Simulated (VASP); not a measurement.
Consider the following.

```xyz
63
Lattice="7.1466 0.0000 0.0000 0.0000 7.1466 0.0000 0.0000 0.0000 7.1466" Properties=species:S:1:pos:R:3 pbc="T T T"
C      3.5733     0.0000     0.0000
C      4.4700     0.8447     0.9353
C      5.4001     1.7399     0.0458
C      6.2169     2.6583     0.9039
C      5.4044     0.0353     1.7368
C      6.2554     0.8985     2.6785
C      0.0000     0.0000     0.0000
C      0.8933     0.8933     0.8933
C      1.7866     1.7866     0.0000
C      2.7116     2.6589     0.9167
C      3.5936     3.5560    -0.0166
C      4.5145     4.4791     0.9384
C      5.3599     5.3599     0.0000
C      6.2532     6.2532     0.8933
C      1.7866     0.0000     1.7866
C      2.6723     0.8896     2.6673
C      3.5698     1.7401     1.7450
C      5.3832     3.5869     1.7394
C      6.2332     4.4386     2.6354
C      3.5756    -0.0084     3.5280
C      4.4739     0.9237     4.4279
C      5.3376     1.8008     3.5725
C      6.2539     2.6761     4.5061
C      5.3599     0.0000     5.3599
C      6.2532     0.8933     6.2532
C      0.0000     3.5733     0.0000
C      0.8933     4.4666     0.8933
C      1.7866     5.3599     0.0000
C      2.6800     6.2532     0.8933
C      0.0000     1.7866     1.7866
C      0.8933     2.6800     2.6800
C      1.8224     3.5922     1.7369
C      2.7200     4.5087     2.6305
C      3.5876     5.3484     1.7962
C      4.4666     6.2532     2.6800
C      0.0000     0.0000     3.5733
C      0.8933     0.8933     4.4666
C      1.7769     1.8252     3.5434
C      2.6718     2.6948     4.4678
C      4.4357     4.4568     4.4953
C      5.3353     5.3208     3.6164
C      6.2532     6.2532     4.4666
C      1.7866     0.0000     5.3599
C      2.6800     0.8933     6.2532
C      3.5240     1.7376     5.3697
C      4.4666     2.6800     6.2532
C      5.3973     3.6146     5.3268
C      6.2532     4.4666     6.2532
C      0.0000     5.3599     1.7866
C      0.8933     6.2532     2.6800
C      0.0000     3.5733     3.5733
C      0.8933     4.4666     4.4666
C      1.7866     5.3599     3.5733
C      2.6800     6.2532     4.4666
C      0.0000     1.7866     5.3599
C      0.8933     2.6800     6.2532
C      1.7866     3.5733     5.3599
C      2.6800     4.4666     6.2532
C      3.5733     5.3599     5.3599
C      4.4666     6.2532     6.2532
C      0.0000     5.3599     5.3599
C      0.8933     6.2532     6.2532
Mg     3.5566     3.6012     3.5368
```
Cell charge -2.

Method: PBE GGA, VASP's PBE PAW potentials (set 64) (plane waves; VASP). Run with PREC = Normal, LREAL = Auto, ISYM = 0, NELECT = 252.0, EDIFF = 1E-5, 400 eV cut-off, 1×1×1 Γ-centred mesh, Gaussian smearing of 0.050 eV, potentials C Mg. Starting moments (MAGMOM): 63*0.0317. The cell's moment is fixed (NUPDOWN = 2).

The cell is charged, with a uniform compensating background. The supercell is sampled at Γ alone, which is coarse: total energies, pressure and levels can be off, energies of defects by several tenths of an eV.

Task: The ions are relaxed. Predict the relaxed structure.

Result: 
```xyz
63
Lattice="7.1466 0.0000 0.0000 0.0000 7.1466 0.0000 0.0000 0.0000 7.1466" Properties=species:S:1:pos:R:3 pbc="T T T"
C      3.5695     7.1450     7.1424
C      4.4330     0.9152     0.9127
C      5.3404     1.8072     0.0182
C      6.2326     2.7145     0.9128
C      5.3405     0.0205     1.8045
C      6.2325     0.9149     2.7122
C      7.1367     0.0106     0.0087
C      0.8736     0.9068     0.9047
C      1.7636     1.7928     7.1391
C      2.6562     2.6719     0.8853
C      3.5708     3.5766     0.0017
C      4.4755     4.4910     0.8854
C      5.3546     5.3842     7.1390
C      6.2407     6.2739     0.9046
C      1.7636     7.1411     1.7906
C      2.6563     0.8873     2.6699
C      3.4639     1.7171     1.7144
C      5.4306     3.6838     1.7147
C      6.2603     4.4912     2.6697
C      3.5709     0.0037     3.5745
C      4.4758     0.8873     4.4889
C      5.4306     1.7168     3.6816
C      6.2601     2.6718     4.4890
C      5.3548     7.1412     5.3816
C      6.2411     0.9068     6.2716
C      0.0027     3.5782     7.1427
C      0.8772     4.4733     0.8791
C      1.7892     5.3585     7.1359
C      2.6744     6.2703     0.8793
C      7.1268     1.8070     1.8047
C      0.8841     2.6890     2.6871
C      1.7687     3.5935     1.7726
C      2.5989     4.5483     2.5799
C      3.5538     5.3783     1.7727
C      4.4584     6.2633     2.6869
C      0.0028     7.1446     3.5756
C      0.8772     0.8813     4.4709
C      1.7691     1.7745     3.5914
C      2.5990     2.5815     4.5462
C      4.5660     4.5487     4.5461
C      5.3730     5.3787     3.5911
C      6.2664     6.2706     4.4708
C      1.7892     7.1378     5.3564
C      2.6744     0.8815     6.2683
C      3.5542     1.7745     5.3764
C      4.4585     2.6892     6.2611
C      5.3727     3.5934     5.3761
C      6.2659     4.4732     6.2681
C      0.0064     5.3842     1.7904
C      0.8806     6.2670     2.6858
C      7.1438     3.5765     3.5742
C      0.9026     4.4580     4.4561
C      1.7967     5.3504     3.5486
C      2.6894     6.2448     4.4558
C      0.0066     1.7928     5.3820
C      0.8806     2.6879     6.2647
C      1.7975     3.5507     5.3484
C      2.6895     4.4582     6.2426
C      3.5971     5.3504     5.3480
C      4.4597     6.2669     6.2646
C      0.0096     5.3584     5.3565
C      0.8934     6.2540     6.2521
Mg     4.0144     3.1334     3.1306
```
Cell charge -2. The cell ends with 2.00 μB, on the first 30 sites 0.02 0.00 0.01 0.00 0.01 0.00 0.00 0.00 0.02 0.01 0.00 0.01 0.02 0.00 0.02 0.01 0.15 0.15 0.01 0.00 0.01 0.15 0.01 0.02 0.00 0.02 0.02 0.00 0.02 0.01 μB.

Task: How much energy does the relaxation gain?

Result: The energy (σ→0) changes by -183.7 meV/atom, in 18 ionic steps.

The cell is a supercell with a defect, built from C (diamond): Mg_C-vac_C, charge -2.
